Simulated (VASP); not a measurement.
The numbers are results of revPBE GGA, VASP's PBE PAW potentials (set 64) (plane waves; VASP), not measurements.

A VASP calculation is set up with these files.

**KPOINTS**
```
Automatic mesh
0
Gamma
13 13 8
0 0 0
```

**POSCAR**
```
Lu
1
    1.7750090720    -3.0744059872     0.0000000000
    1.7750090720     3.0744059872     0.0000000000
    0.0000000000     0.0000000000     5.5455693180
Lu
2
Direct
  0.3333330000   0.6666670000   0.2500000000
  0.6666670000   0.3333330000   0.7500000000
```

### INCAR
```
! general
SYSTEM =Lu
PREC   =Accurate
ENCUT  =520
LREAL  =.False.   ! projection in real space or not
LASPH  =.True.   ! aspherical one-centre terms

! electronic loop
EDIFF  =1E-7   ! SCF stop (eV)
NELM   =100   ! most electronic steps
ALGO   =Normal   ! blocked Davidson
LMAXMIX=6

! smearing
ISMEAR =-5

! functional
GGA    =RE   ! revPBE

! ions
ISIF   =2   ! forces and stress, cell fixed

! output
LWAVE  =.False.
LCHARG =.True.
LORBIT =11   ! lm-projected
NEDOS  =601
```

POTCAR, in this order: Lu_3 (PBE.64 set). Program: vasp_std.

For a metal the tetrahedron method with Blöchl corrections gives inexact stress and forces.

Q: Estimate the energy per atom (σ→0), band gap (on the k-mesh).

A: 
```
Property                                                    Result
------------------------  ----------------------------------------
energy per atom (σ→0)                               -4.185 eV/atom
band gap (on the k-mesh)  none (metal, semimetal or under 0.01 eV)
```

**OSZICAR**
```
...
DAV:   7    -0.837076052450E+01   -0.93361E-02   -0.73798E-02  4484   0.592E+00    0.389E-01
DAV:   8    -0.837075549514E+01    0.50294E-05   -0.50535E-03  4570   0.991E-01    0.115E-01
DAV:   9    -0.837077349859E+01   -0.18003E-04   -0.22709E-04  4733   0.243E-01    0.326E-02
DAV:  10    -0.837076830104E+01    0.51976E-05   -0.27512E-05  4647   0.873E-02    0.391E-02
DAV:  11    -0.837076928177E+01   -0.98074E-06   -0.23191E-06  4611   0.228E-02    0.121E-03
DAV:  12    -0.837076954561E+01   -0.26384E-06   -0.67081E-08  2658   0.704E-03    0.106E-03
DAV:  13    -0.837076953436E+01    0.11253E-07   -0.24801E-08  2420   0.924E-03
   1 F= -.83707695E+01 E0= -.83707695E+01  d E =0.000000E+00
```

The compound is Lu in the hcp structure. It was relaxed first.
